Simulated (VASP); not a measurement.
Consider the following.

```
SrTe
1.0
   -0.01654     3.30729     3.30729
    3.29075     0.00000     3.29075
    3.30729     3.30729    -0.01654
Sr Te
1 1
Direct
  0.00000   0.00000   0.00000
  0.50000   0.50000   0.50000
```

Computed with PBEsol GGA, VASP's PBE PAW potentials (set 64) (plane waves; VASP 6.6.1). Settings: 480 eV cut-off, 6×6×6 Γ-centred mesh, Gaussian smearing of 0.050 eV, potentials Sr_sv Te.

**Question.** What does the run give for the energy per atom (σ→0)?

**Answer.** 
```
Property                        Value
---------------------  --------------
energy per atom (σ→0)  -4.416 eV/atom
```

Only differences to runs with the same potentials and settings are physical.

The compound is SrTe in the rock salt structure. This cell was strained or had an atom moved on purpose.
